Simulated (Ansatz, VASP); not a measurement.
**Cross-check of Sr2SO (CuAu-ordered zincblende type (invented)) between VASP and Ansatz**

Aim: how closely do two programs agree when they are given the same cell, functional and k mesh? The cell is generated by rule, not measured, and may not be a known phase. The cell is taken from a series of runs on this material, whose earlier steps may have relaxed, scaled, displaced or heated it; both programs get it as it stands.

Main program and level: Ansatz 0.2.0; plane waves, with VASP 6.6.1 beside it; relaxation of cell and atoms at LDA.

## Step 1: Starting point

It takes space group P-4m2 (No. 115, tetragonal). Conventional cell: a = 4.753 Å, b = 4.753 Å, c = 3.986 Å, α = 90.00°, β = 90.00°, γ = 90.00°. Nearest to O lie 4 Sr at 2.41 Å. Nearest to S lie 8 Sr at 2.87 to 3.36 Å. Sr has 2 O at 2.41 Å and 4 S at 2.87 to 3.36 Å nearest. Farther neighbours and most contacts between anions are not listed.

As a file:

```cif
data_structure
_symmetry_space_group_name_H-M 'P 1'
_symmetry_Int_Tables_number 1
_cell_length_a 4.7525
_cell_length_b 4.7525
_cell_length_c 3.9863
_cell_angle_alpha 90.000
_cell_angle_beta 90.000
_cell_angle_gamma 90.000
_cell_volume 90.04
loop_
_atom_site_label
_atom_site_type_symbol
_atom_site_fract_x
_atom_site_fract_y
_atom_site_fract_z
_atom_site_occupancy
O1 O 0.00000 0.00000 0.00000 1
S2 S 0.50000 0.50000 0.50000 1
Sr3 Sr 0.00000 0.50000 0.09479 1
Sr4 Sr 0.50000 0.00000 0.90521 1
```

## Step 2: Ansatz: relaxation of cell and atoms, LDA

Ansatz runs on its default PAW (the set named soft_2) files.

The relaxed volume is the usual yardstick between codes: in a stiff, nearly cubic crystal its relative difference is about their pressure difference at one cell divided by the bulk modulus.

File input.yaml:

```yaml
crystal:
  lattice:
    - [4.7525349614, 0.0, 0.0]
    - [0.0, 4.7525349614, 0.0]
    - [0.0, 0.0, 3.9863151944]
  atoms:
    - { symbol: O, position: [0.0, 0.0, 0.0] }
    - { symbol: S, position: [0.5, 0.5, 0.5] }
    - { symbol: Sr, position: [0.0, 0.5, 0.0947934768] }
    - { symbol: Sr, position: [0.5, 0.0, 0.9052065232] }
kpoints:
  mp_grid: { grid: [6, 6, 8] }
hamiltonian:
  xc: lda
scf:
  occupations: { method: gaussian, width: 0.02 }
output:
  forces: true
  stress: true
  eigenvalues: true
  write_density: true
  write_potential: true
  elf: true
  volumetric_format: npy
relax:
  adjacent_minimum: "off"
  f_tol: 0.005
  max_steps: 80
  cell: { stress_tol: 0.05 }
```

On the command line:

```bash
$ ansatz run input.yaml --threads 2 --pin off --max-ram 5120MiB --backend cpu --events-out ev --progress --plain --runs-dir out
```

Numbers of over 12 decimals in the logs are rounded to 6 here.

The log of the run:

```text
Engine: ansatz 0.2.0, aarch64-unknown-linux-gnu
Pseudopotentials: kind: paw
Pseudopotential: O, paw, valence charge 6, recommended cutoff 420 eV (normal), O.paw.azcp
Pseudopotential: S, paw, valence charge 6, recommended cutoff 420 eV (normal), S.paw.azcp
Pseudopotential: Sr, paw, valence charge 10, recommended cutoff 420 eV (normal), Sr.paw.azcp
Functional definition: SPW92
  exchange = slater_x
  correlation = pw_c
Crystal: 4 atoms, lattice volume = 90.037 Å³
Basis set: ecut = 420 eV, 1765 PW (Γ)
Bands: 20, of which v1, the nominal top of the filled ones, is band 16 counted from 1 (15 counted from 0)
Symmetry: 8 space group operations
Space group: P-4m2 (ITA 115), of the structure as read, at distance tolerance 4.5e-5 Å
k-points: 50 of 288 (time reversal used)
Non-local potential: O, projectors of the file, l = 0: 2, l = 1: 2, l = 2: 1
Non-local potential: S, projectors of the file, l = 0: 2, l = 1: 2, l = 2: 2
Non-local potential: Sr, projectors of the file, l = 0: 3, l = 1: 2, l = 2: 2
PAW form: soft (Blöchl's): semilocal exchange-correlation on the pseudo side does not see the compensation charge
PAW frozen core: O, regenerated for the run's functional, and the local potential with it (the file was generated under x = pbe(κ = 0.804, μ = 0.219515), c = pbe(β = 0.066725))
PAW frozen core: S, regenerated for the run's functional, and the local potential with it (the file was generated under x = pbe(κ = 0.804, μ = 0.219515), c = pbe(β = 0.066725))
PAW frozen core: Sr, regenerated for the run's functional, and the local potential with it (the file was generated under x = pbe(κ = 0.804, μ = 0.219515), c = pbe(β = 0.066725))
PAW one-centre angular grid: O, 110 points (default); XC on 64 Gauss nodes
PAW one-centre angular grid: S, 110 points (default); XC on 64 Gauss nodes
PAW one-centre angular grid: Sr, 110 points (default); XC on 64 Gauss nodes
Initial density: superposition of atomic densities (neutral atoms: chi_scale 0, normalization atom), corrected by the library's trained network
Initial wavefunctions: pseudopotential atomic-orbital guess
Functional: x = slater, c = lda
SCF iter   1: F=—  HF=-8320.136073 eV  |F-HF|=—  |Δ(HF+E_count)|=         —  Δρ=9.35e-3  dr2=7.92e-2  ethr=1.77e-3  ⟨swp⟩=8.8  Hψ=6533  notcnv=0
preconditioner: auto → Resta (q_TF=auto, 2.296 Å⁻¹)  ε∞=3.4  [insulator: Δε(μ)=2.078 eV  Ē_g=13.484 eV  σ=0.020 eV  W_gap=1.00  n_scr=18 (ndim 8)  ℏωp=20.7 eV  f_vac=0.010  D(μ)=0.00/eV (n_scr^D=0)  ε∞_Penn≈3.4]
SCF iter   2: F=—  HF=-8320.121789 eV  |F-HF|=—  |Δ(HF+E_count)|=   1.43e-2  Δρ=5.18e-3  dr2=1.66e-2  ethr=2.48e-4  ⟨swp⟩=2.5  Hψ=2127  notcnv=0
SCF iter   3: F=—  HF=-8320.118512 eV  |F-HF|=—  |Δ(HF+E_count)|=   3.28e-3  Δρ=1.91e-3  dr2=2.56e-3  ethr=5.20e-5  ⟨swp⟩=2.2  Hψ=1607  notcnv=0
SCF iter   4: F=—  HF=-8320.117929 eV  |F-HF|=—  |Δ(HF+E_count)|=   5.83e-4  Δρ=5.16e-4  dr2=2.27e-4  ethr=8.00e-6  ⟨swp⟩=1.6  Hψ=1166  notcnv=0
SCF iter   5: F=—  HF=-8320.117887 eV  |F-HF|=—  |Δ(HF+E_count)|=   4.19e-5  Δρ=6.72e-5  dr2=6.27e-6  ethr=7.10e-7  ⟨swp⟩=2.2  Hψ=1255  notcnv=0
SCF iter   6: F=—  HF=-8320.117883 eV  |F-HF|=—  |Δ(HF+E_count)|=   3.31e-6  Δρ=1.25e-5  dr2=1.97e-7  ethr=1.96e-8  ⟨swp⟩=2.7  Hψ=1751  notcnv=0
SCF iter   7: F=-8320.117883 eV  HF=-8320.117883 eV  |F-HF|=2.18e-9  |Δ(HF+E_count)|=   2.85e-8  Δρ=3.12e-6  dr2=9.75e-9  ethr=3.13e-10  ⟨swp⟩=10.5  Hψ=8069  notcnv=0
SCF 1 converged in 7 iterations: F = -8320.117883 eV  dr2 = 9.75e-9
  greatest PAW one-centre occupation: 0.987 electrons in one spin orbital (limit 2), on the Sr atom at site 3 (counted from 0), in its partial waves of l = 0
relax step   1: F+E_penalty+E_count = -8320.11788344 eV  Δ(F+E_penalty+E_count) = +0.000e0 eV  max|allowed force component| = 4.437e-4 eV/Å  Δτ_max = 0.0000 Å  P = +0.000 GPa  Ω = 90.037 Å³  (7 SCF iters, dr2 threshold 1.00e-7 eV, accepted)
Initial density: handed on by an earlier stage of this run
Initial wavefunctions: pseudopotential atomic-orbital guess (no wavefunctions were taken with the density)
iter 1 solved again at ethr=5.07e-7 eV; its pass at ethr=3.10e-3 eV (dr2=1.62e-4 eV) is discarded
SCF iter   1: F=—  HF=-8320.117881 eV  |F-HF|=—  |Δ(HF+E_count)|=         —  Δρ=4.56e-6  dr2=1.61e-8  ethr=5.07e-7  ⟨swp⟩=3.8  Hψ=9549  notcnv=0
eigensolver tolerance schedule: the retry pair's looser diagonalisation over-reported the residual by 10105.29 of it (diagonalisation noise at an unbounded share of the residual, at the tolerance the schedule requests for it); recorded, not acted on — ethr = c·dr2/N_el stays at c = 1.0e-1
preconditioner: auto → Resta (q_TF=auto, 2.296 Å⁻¹)  ε∞=3.3  [insulator: Δε(μ)=2.259 eV  Ē_g=13.536 eV  σ=0.020 eV  W_gap=1.00  n_scr=18 (ndim 8)  ℏωp=20.7 eV  f_vac=0.002  D(μ)=0.00/eV (n_scr^D=0)  ε∞_Penn≈3.3]
SCF iter   2: F=—  HF=-8320.117883 eV  |F-HF|=—  |Δ(HF+E_count)|=   2.83e-6  Δρ=2.03e-6  dr2=4.81e-9  ethr=5.02e-11  ⟨swp⟩=3.9  Hψ=2805  notcnv=0
SCF iter   3: F=—  HF=-8320.117883 eV  |F-HF|=—  |Δ(HF+E_count)|=  8.73e-11  Δρ=1.19e-6  dr2=1.85e-9  ethr=1.50e-11  ⟨swp⟩=2.0  Hψ=1398  notcnv=0
SCF iter   4: F=—  HF=-8320.117883 eV  |F-HF|=—  |Δ(HF+E_count)|=  1.24e-10  Δρ=5.98e-7  dr2=4.91e-10  ethr=5.78e-12  ⟨swp⟩=2.0  Hψ=1367  notcnv=0
SCF iter   5: F=-8320.117883 eV  HF=-8320.117883 eV  |F-HF|=9.09e-12  |Δ(HF+E_count)|=  7.28e-12  Δρ=1.81e-7  dr2=2.42e-11  ethr=1.00e-12  ⟨swp⟩=5.8  Hψ=5678  notcnv=0
SCF 2 converged in 5 iterations: F = -8320.117883 eV  dr2 = 2.42e-11
relax step   2: F+E_penalty+E_count = -8320.11788345 eV  Δ(F+E_penalty+E_count) = -1.854e-9 eV  max|allowed force component| = 4.505e-4 eV/Å  Δτ_max = 0.0000 Å  P = +0.000 GPa  Ω = 90.037 Å³  stress off target by 2.49e-2 GPa  SCF on the basis re-selected at this cell (its energy is not comparable with the rows above)  (5 SCF iters)
basis re-selected at this cell: Δ(F+E_penalty+E_count) = -1.854e-9 eV, ΔP = -0.000 GPa vs the last step (what re-selecting the basis moved, of the pressure what is left beyond the Pulay correction that the steps carried, after the strain that the cell walked since its last selection, with what the two solves' SCF thresholds leave and, on support functions, any second-order correction that the steps lacked; it is no m [...]
SCF converged after 5 iterations
Free energy (F): -8320.117883 eV
Harris-Foulkes:  -8320.117883 eV  (|F-HF|=9.09e-12)
Internal energy: -8320.117883 eV  (E = F + TS)
E sigma→0 (E₀):  -8320.117883 eV
Fermi energy:    7.531428 eV
--- Per-component energies (eV) ---
  E_band       = -175.168676
  E_kinetic    = 777.638730
  E_local      = -1789.478264  (includes V_loc(G=0)·N_el)
  E_nonlocal   = 491.680799
  E_hartree    = 491.372458
  E_xc         = -515.386164
  E_vxc        = -509.105821  (∫ρ·V_xc dr)
  E_paw        = -5909.833871  (= ΣΔE_a)
  E_vpaw       = -128.651601  (= ΣTr[D̂ρ^β])
  E_aug_tail   = 0.002446  (compensation charges beyond the density's cutoff)
  E_ewald      = -1866.952408
  E_core_change = 0.838390  (= ΣΔE_core)
  E_smearing   = -0.000000  (= −TS)
  E_closure    = -0.000000  (closes the sum)
  Σ components = -8320.117883   (vs F -8320.117883, Δ=0.00e0)
--- Forces (eV/Å), atoms counted from 1 ---
  atom   1  O     -0.00000000     0.00000000     0.00000000
  atom   2  S      0.00000000     0.00000000     0.00000000
  atom   3  Sr     0.00000000     0.00000000    -0.00045047
  atom   4  Sr    -0.00000000     0.00000000     0.00045047
  max |Σ_I F_I| component: 1.91e-17 eV/Å
--- Stress (GPa, compression-positive) ---
        0.012781       0.000000       0.000000
        0.000000       0.012781       0.000000
        0.000000       0.000000      -0.024911
  P = ⅓ Tr σ = 0.0002 GPa (0.002 kbar)
--- Band table (eV; the first three rows and the last of 50) ---
  k-point 0: bands = [... 12 lower, 5.4136, 6.2244, 6.3379, 6.3379, 8.6609, 9.5907, 9.7681, 10.2083]
  k-point 1: bands = [... 12 lower, 5.2171, 6.0513, 6.3305, 6.3305, 9.0299, 9.8526, 10.1372, 10.6319]
  k-point 2: bands = [... 12 lower, 4.9451, 5.7894, 6.3165, 6.3165, 10.0071, 10.0805, 11.1821, 11.8329]
  k-point 49: bands = [... 12 lower, 4.7648, 5.0860, 5.1925, 5.1925, 10.3361, 10.3361, 11.1602, 12.0241]
--- Relaxed structure (1 steps of the walk, 1 accepted, 1 SCFs on fresh bases) ---
  F+E_penalty+E_count = -8320.11788345 eV   max|allowed force component| = 4.505e-4 eV/Å   (the final SCF, on the basis selected at the relaxed cell)
  cell:  # Å, volume = 90.0373 Å³
    - [4.7525349614, 0.0, 0.0]
    - [0.0, 4.7525349614, 0.0]
    - [0.0, 0.0, 3.9863151944]
  atoms:
    - { symbol: O, position: [0.0, 0.0, 0.0] }
    - { symbol: S, position: [0.5, 0.5, 0.5] }
    - { symbol: Sr, position: [0.0, 0.5, 0.094793] }
    - { symbol: Sr, position: [0.5, 0.0, 0.905207] }
```

## Step 3: VASP: relaxation of cell and atoms, LDA

The same cell, functional (in two slightly different forms), mesh and smearing now go to VASP, with its own data sets.

Lines of VASP's logs that name or quote its potential files are left out, and so is its time.

File INCAR:

```
SYSTEM = Sr2SO
PREC = Accurate
ENCUT = 600
EDIFF = 1E-07
NELM = 120
ISMEAR = 0
SIGMA = 0.02
LREAL = .FALSE.
ALGO = Normal
GGA = PW92
NBANDS = 22
LORBIT = 11
LWAVE = .FALSE.
LCHARG = .FALSE.
ISIF = 3
IBRION = 2
NSW = 80
EDIFFG = -0.005
LASPH = .TRUE.
GGA_COMPAT = .FALSE.
NELMIN = 4
EFERMI = MIDGAP
KPAR = 2
```

File POSCAR:

```
Sr2SO
1.0
    4.7525350000      0.0000000000      0.0000000000
    0.0000000000      4.7525350000      0.0000000000
    0.0000000000      0.0000000000      3.9863150000
O S Sr
1 1 2
Direct
    0.0000000000      0.0000000000      0.0000000000
    0.5000000000      0.5000000000      0.5000000000
    0.0000000000      0.5000000000      0.0947934371
    0.5000000000      0.0000000000      0.9052065630
```

File KPOINTS:

```
Automatic mesh
0
Gamma
6 6 8
0 0 0
```

PAW data sets: O, S and Sr_sv (LDA family, release 64).

On the command line:

```bash
$ mpirun -np 2 vasp_std
```

The log of the run:

```text
[banner, memory and clock lines left out]
running    2 mpi-ranks, on    1 nodes
 distrk:  each k-point on    1 cores,    2 groups
 distr:  one band on    1 cores,    1 groups

 POSCAR found type information on POSCAR O S Sr
 POSCAR found :  3 types and       4 ions
|                                                                             |
|               ----> ADVICE to this user running VASP <----                  |
|                                                                             |
|     You enforced a specific xc type in the INCAR file but a different       |
|     [... a line on the potential file left out ...]
|     I HOPE YOU KNOW WHAT YOU ARE DOING!                                     |
|                                                                             |

 LDA part: xc-table for (Slater(with rela. corr.)+PW92), standard interpolation
 POSCAR, INCAR and KPOINTS ok, starting setup
 FFT: planning ... GRIDC
 FFT: planning ... GRID_SOFT
 FFT: planning ... GRID
 WAVECAR not read
 entering main loop
       N       E                     dE             d eps       ncg     rms          rms(c)
DAV:   1     0.190642900328E+03    0.19064E+03   -0.16638E+04  2200   0.149E+03
DAV:   2    -0.129371610672E+02   -0.20358E+03   -0.19257E+03  2860   0.309E+02
DAV:   3    -0.265741727596E+02   -0.13637E+02   -0.13536E+02  3450   0.688E+01
DAV:   4    -0.270859503137E+02   -0.51178E+00   -0.51048E+00  3158   0.111E+01
DAV:   5    -0.270952402201E+02   -0.92899E-02   -0.92892E-02  3080   0.143E+00    0.278E+01
DAV:   6    -0.236637147760E+02    0.34315E+01   -0.18325E+01  2548   0.196E+01    0.272E+01
DAV:   7    -0.234827466290E+02    0.18097E+00   -0.14859E+00  2740   0.727E+00    0.151E+01
DAV:   8    -0.233740252507E+02    0.10872E+00   -0.30020E-01  2764   0.375E+00    0.159E+00
DAV:   9    -0.233718349009E+02    0.21903E-02   -0.38869E-02  3522   0.117E+00    0.355E-01
DAV:  10    -0.233721451170E+02   -0.31022E-03   -0.53052E-03  2668   0.436E-01    0.168E-01
DAV:  11    -0.233721593045E+02   -0.14187E-04   -0.53622E-04  2746   0.158E-01    0.647E-02
DAV:  12    -0.233721915524E+02   -0.32248E-04   -0.72111E-05  2698   0.521E-02    0.171E-02
DAV:  13    -0.233721924294E+02   -0.87697E-06   -0.16376E-05  3096   0.245E-02    0.167E-02
DAV:  14    -0.233721919960E+02    0.43334E-06   -0.56143E-06  2728   0.135E-02    0.328E-03
DAV:  15    -0.233721920474E+02   -0.51343E-07   -0.58698E-07  2192   0.497E-03
   1 F= -.23372192E+02 E0= -.23372192E+02  d E =-.233722E+02
[...]
2 F= -.23372941E+02 E0= -.23372941E+02  d E =-.749151E-03
[...]
3 F= -.23373203E+02 E0= -.23373203E+02  d E =-.101140E-02
[...]
4 F= -.23373203E+02 E0= -.23373203E+02  d E =-.101117E-02
[...]
5 F= -.23373221E+02 E0= -.23373221E+02  d E =-.175485E-04
[...]
6 F= -.23373233E+02 E0= -.23373233E+02  d E =-.300972E-04
 curvature:  -1.37 expect dE=-0.849E-05 dE for cont linesearch -0.115E-07
 trial: gam= 0.28612 g(F)=  0.286E-05 g(S)=  0.336E-05 ort =-0.444E-06 (trialstep = 0.129E+01)
 search vector abs. value=  0.789E-05
 bond charge predicted
       N       E                     dE             d eps       ncg     rms          rms(c)
DAV:   1    -0.233732476431E+02   -0.14312E-04   -0.12829E-03  2200   0.229E-01    0.290E-02
DAV:   2    -0.233732425484E+02    0.50947E-05   -0.63769E-05  2650   0.551E-02    0.949E-03
DAV:   3    -0.233732408142E+02    0.17342E-05   -0.64099E-06  3130   0.173E-02    0.107E-02
DAV:   4    -0.233732405061E+02    0.30804E-06   -0.10909E-06  3466   0.606E-03    0.816E-03
DAV:   5    -0.233732405281E+02   -0.21941E-07   -0.41992E-07  3222   0.331E-03
   7 F= -.23373241E+02 E0= -.23373241E+02  d E =-.721508E-05
 ZBRENT: can't locate minimum, use default step
 trial-energy change:   -0.000007  1 .order   -0.000007   -0.000008   -0.000007
 step:   5.1582(harm=  9.9237)  dis= 0.00212  next Energy=   -23.373264 (dE=-0.302E-04)
 reached required accuracy - stopping structural energy minimisation
```

[end of part 1 of 2]

[Lines on the potential files, build, host, timing and source positions are cut from VASP's logs without a mark.]

[Logs are printed without paths, hosts, clocks, repeated set-up lines and the standing remarks that a program may print on its own settings, such as how far it seeks lower states.]

[Hosts, paths, dates, database ids (printed as entryN), source tags and the programs' standing remarks are cut or masked in the printed files.]
